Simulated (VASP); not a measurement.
Computed with PBEsol GGA, VASP's PBE PAW potentials (set 64) (plane waves; VASP 6.6.1).

The input files of a VASP run:

### KPOINTS
```
Automatic mesh
0
Gamma
4 5 1
0 0 0
```

File POSCAR:
```
InAs(110) slab
1
    6.0919844068     0.0000000000     0.0000000000
    0.0000000000     4.3076833904     0.0000000000
    0.0000000000     0.0000000000    28.0022194951
In As
6 6
Direct
  0.9445337414   0.0000000000   0.6747699510
  0.5207311031   0.5000000000   0.6197596193
  0.0159486675   0.0000000000   0.5364739245
  0.5159486675   0.5000000000   0.4635260755
  0.0207311031   0.0000000000   0.3802403807
  0.4445337414   0.5000000000   0.3252300490
  0.2694682951   0.0000000000   0.6138784711
  0.7354526872   0.5000000000   0.7022631933
  0.2638655060   0.0000000000   0.4594889129
  0.7638655060   0.5000000000   0.5405110871
  0.2354526872   0.0000000000   0.2977368067
  0.7694682951   0.5000000000   0.3861215289
```

INCAR:
```
ALGO  =  Normal
DIPOL  =  0.5 0.5 0.5
EDIFF  =  1E-6
ENCUT  =  400
GGA  =  PS
IDIPOL  =  3
ISMEAR  =  0
LASPH  =  .TRUE.
LCHARG  =  .FALSE.
LDIPOL  =  .TRUE.
LMAXMIX  =  4
LORBIT  =  11
LREAL  =  .FALSE.
LVHAR  =  .TRUE.
LWAVE  =  .FALSE.
NELM  =  100
NELMIN  =  4
PREC  =  Normal
SIGMA  =  0.05
SYSTEM  =  InAs(110) slab
```

POTCAR, in this order: In_d As (PBE.64 set). Program: vasp_std. Read from the step before: WAVECAR.

Output of the run:

### OUTCAR
```
 ion  position               nearest neighbor table
   1  0.945  0.000  0.675-   7 2.61   8 2.62   8 2.62   2 3.70   2 3.70   3 3.90
   2  0.521  0.500  0.620-   7 2.65   7 2.65   8 2.65  10 2.67   1 3.70   1 3.70
   3  0.016  0.000  0.536-   9 2.63  10 2.65  10 2.65   7 2.66   1 3.90
   4  0.516  0.500  0.464-  10 2.63   9 2.65   9 2.65  12 2.66   6 3.90
   5  0.021  0.000  0.380-  12 2.65  12 2.65  11 2.65   9 2.67   6 3.70   6 3.70
   6  0.445  0.500  0.325-  12 2.61  11 2.62  11 2.62   5 3.70   5 3.70   4 3.90
   7  0.269  0.000  0.614-   1 2.61   2 2.65   2 2.65   3 2.66
   8  0.735  0.500  0.702-   1 2.62   1 2.62   2 2.65
   9  0.264  0.000  0.459-   3 2.63   4 2.65   4 2.65   5 2.67
  10  0.764  0.500  0.541-   4 2.63   3 2.65   3 2.65   2 2.67
  11  0.235  0.000  0.298-   6 2.62   6 2.62   5 2.65
  12  0.769  0.500  0.386-   6 2.61   5 2.65   5 2.65   4 2.66
  LATTYP: Found a simple orthorhombic cell.
 ALAT       =     4.3076833904
 B/A-ratio  =     1.4142135934
 C/A-ratio  =     6.5005286966
 Subroutine PRICEL returns:
 Original cell was already a primitive cell.
 Subroutine GETGRP returns: Found  4 space group operations
The static configuration has the point symmetry C_1h.
 The point group associated with its full space group is C_2v.
The dynamic configuration has the point symmetry C_1h.
 Subroutine INISYM returns: Found  4 space group operations
 Subroutine IBZKPT returns following result:
 Found      9 irreducible k-points:

 Following reciprocal coordinates:
            Coordinates               Weight
  0.000000  0.000000  0.000000      1.000000
  0.250000  0.000000  0.000000      2.000000
  0.500000  0.000000  0.000000      1.000000
  0.000000  0.200000  0.000000      2.000000
  0.250000  0.200000  0.000000      4.000000
  0.500000  0.200000  0.000000      2.000000
  0.000000  0.400000  0.000000      2.000000
  0.250000  0.400000  0.000000      4.000000
  0.500000  0.400000  0.000000      2.000000
   k-points           NKPTS =      9   k-points in BZ     NKDIM =      9   number of bands    NBANDS=     64
   number of dos      NEDOS =    301   number of ions     NIONS =     12
   total plane-waves  NPLWV = 100800
   dimension x,y,z NGX =    30 NGY =   24 NGZ =  140
   dimension x,y,z NGXF=    60 NGYF=   48 NGZF=  280
   ions per type =               6   6
   PREC   = normal    normal or accurate (medium, high low for compatibility)
   ISTART =      1    job   : 0-new  1-cont  2-samecut
   ICHARG =      0    charge: 1-file 2-atom 10-const
   ISPIN  =      1    spin polarized calculation?
   LNONCOLLINEAR =      F non collinear calculations
   LSORBIT =      F    spin-orbit coupling
   INIWAV =      1    electr: 0-lowe 1-rand  2-diag
   ENCUT  =  400.0 eV  29.40 Ry    5.42 a.u.   9.93  7.02 45.66*2*pi/ulx,y,z
   NELM   =    100;   NELMIN=  4; NELMDL=  0     # of ELM steps
   EDIFF  = 0.1E-05   stopping-criterion for ELM
   LREAL  =      F    real-space projection
   NLSPLINE    = F    spline interpolate recip. space projectors
   LMAXMIX     =    4 max onsite mixed and CHGCAR
   VOSKOWN=      0    Vosko Wilk Nusair interpolation
   EDIFFG = 0.1E-04   stopping-criterion for IOM
   NSW    =      0    number of steps for IOM
   NBLOCK =      1;   KBLOCK =      1    inner block; outer block
   IBRION =     -1    ionic relax: 0-MD 1-quasi-New 2-CG
   NFREE  =      0    steps in history (QN), initial steepest desc. (CG)
   ISIF   =      2    stress and relaxation
   ISYM   =      2    0-nonsym 1-usesym 2-fastsym
   TEIN   =    0.0    initial temperature
   TEBEG  =    0.0;   TEEND  =   0.0 temperature during run
   SMASS  =  -3.00    Nose mass-parameter (am)
   PSTRESS=    0.0 pullay stress
   NELECT =     108.0000    total number of electrons
   EFERMI =   0.00;   METHOD = LEGACY
   ISMEAR =     0;   SIGMA  =   0.05  broadening in eV -4-tet -1-fermi 0-gaus
   IALGO  =     38    algorithm
   LDIAG  =      T    sub-space diagonalisation (order eigenvalues)
   IMIX   =      4    mixing-type and parameters
...
```

### OSZICAR
```
       N       E                     dE             d eps       ncg     rms          rms(c)
DAV:   1    -0.491066366921E+02   -0.49107E+02   -0.32704E-05  1328   0.261E-02    0.599E-03
DAV:   2    -0.491066333041E+02    0.33881E-05   -0.94396E-06  1112   0.195E-02    0.296E-03
DAV:   3    -0.491066330271E+02    0.27698E-06   -0.35722E-06   984   0.105E-02    0.193E-03
DAV:   4    -0.491066331335E+02   -0.10642E-06   -0.57626E-07   744   0.639E-03
   1 F= -.49106633E+02 E0= -.49106633E+02  d E =-.183804E-14
```

### OUTCAR
```
------------------------ aborting loop because EDIFF is reached ----------------------------------------
  FORCE on cell =-STRESS in cart. coord.  units (eV):
  Direction    XX          YY          ZZ          XY          YZ          ZX
  --------------------------------------------------------------------------------------
  Total       -1.5155413     -2.2347170     -0.4907045      0.0000000      0.0000000      0.0000000
  in kB       -3.3043294     -4.8723458     -1.0698812      0.0000000      0.0000000      0.0000000
  external PRESSURE =      -3.0821855 kB  Pullay stress =       0.0000000 kB
  volume of cell :      734.84
      direct lattice vectors                 reciprocal lattice vectors
     6.091984407  0.000000000  0.000000000     0.164150125  0.000000000  0.000000000
     0.000000000  4.307683390  0.000000000     0.000000000  0.232143338  0.000000000
     0.000000000  0.000000000 28.002219495     0.000000000  0.000000000  0.035711455
 POSITION                                       TOTAL-FORCE (eV/Angst)
 -----------------------------------------------------------------------------------
      5.75408      0.00000     18.89506        -0.006329      0.000000     -0.022570
      3.17229      2.15384     17.35464        -0.015473      0.000000      0.007191
      0.09716      0.00000     15.02246         0.003399      0.000000     -0.011047
      3.14315      2.15384     12.97976         0.003399      0.000000      0.011047
      0.12629      0.00000     10.64757        -0.015473      0.000000     -0.007191
      2.70809      2.15384      9.10716        -0.006329      0.000000      0.022570
      1.64160      0.00000     17.18996         0.004172      0.000000      0.002210
      4.48037      2.15384     19.66493         0.012560      0.000000     -0.017904
      1.60746      0.00000     12.86671         0.001672      0.000000     -0.005033
      4.65346      2.15384     15.13551         0.001672      0.000000      0.005033
      1.43437      0.00000      8.33729         0.012560      0.000000      0.017904
      4.68759      2.15384     10.81226         0.004172      0.000000     -0.002210
 -----------------------------------------------------------------------------------
    total drift:                                0.007698      0.000000     -0.000018
  FREE ENERGIE OF THE ION-ELECTRON SYSTEM (eV)
  ---------------------------------------------------
  free  energy   TOTEN  =       -49.1066331335 eV

  energy  without entropy=      -49.1066331335  energy(sigma->0) =      -49.10663313

 total charge

# of ion       s       p       d       tot
------------------------------------------
    1        0.910   0.622   9.871  11.403
    2        0.846   0.709   9.885  11.439
    3        0.848   0.710   9.885  11.443
    4        0.848   0.710   9.885  11.443
    5        0.846   0.709   9.885  11.439
    6        0.910   0.622   9.871  11.403
    7        1.227   1.541   0.021   2.789
    8        1.272   1.447   0.020   2.739
    9        1.226   1.539   0.021   2.786
   10        1.226   1.539   0.021   2.786
   11        1.272   1.447   0.020   2.739
   12        1.227   1.541   0.021   2.789
--------------------------------------------------
tot         12.658  13.136  59.405  85.199
```
(Selected blocks of OUTCAR.)

OUTCAR:
```
 val. band max:       -0.6883114447   @ k =   0.0000   0.0000   0.0000

 cond. band min:      -0.1568540461   @ k =   0.0000   0.0000   0.0000


 Fermi energy:        -0.4195998947

 k-point     1 :       0.0000    0.0000    0.0000
  band No.  band energies     occupation
      1     -15.1776      2.00000
      2     -15.1767      2.00000
      3     -15.1144      2.00000
      4     -15.1001      2.00000
      5     -15.0565      2.00000
      6     -15.0439      2.00000
      7     -15.0308      2.00000
      8     -15.0185      2.00000
      9     -15.0183      2.00000
     10     -14.9885      2.00000
     11     -14.9687      2.00000
     12     -14.9686      2.00000
     13     -14.9559      2.00000
     14     -14.9317      2.00000
     15     -14.9270      2.00000
     16     -14.9185      2.00000
     17     -14.9009      2.00000
     18     -14.8917      2.00000
     19     -14.8727      2.00000
     20     -14.8714      2.00000
     21     -14.8644      2.00000
     22     -14.8628      2.00000
     23     -14.8490      2.00000
     24     -14.8310      2.00000
     25     -14.8287      2.00000
     26     -14.8232      2.00000
     27     -14.8106      2.00000
     28     -14.8071      2.00000
     29     -14.8004      2.00000
     30     -14.7976      2.00000
     31     -12.2298      2.00000
     32     -11.8151      2.00000
     33     -11.1819      2.00000
     34     -10.7261      2.00000
     35     -10.4821      2.00000
     36     -10.4355      2.00000
     37      -6.3571      2.00000
     38      -6.0624      2.00000
     39      -5.3463      2.00000
     40      -4.8846      2.00000
     41      -4.1393      2.00000
     42      -3.5078      2.00000
     43      -3.4823      2.00000
     44      -2.9833      2.00000
     45      -2.7916      2.00000
     46      -2.5248      2.00000
     47      -2.4585      2.00000
     48      -2.0779      2.00000
     49      -1.8919      2.00000
     50      -1.3006      2.00000
     51      -1.1161      2.00000
...
```

Unless said otherwise, spin-orbit coupling is left out, though it shifts the bands of the heavy elements here.

The cell is a thin slab with vacuum, built from InAs (zinc blende): (110) face.
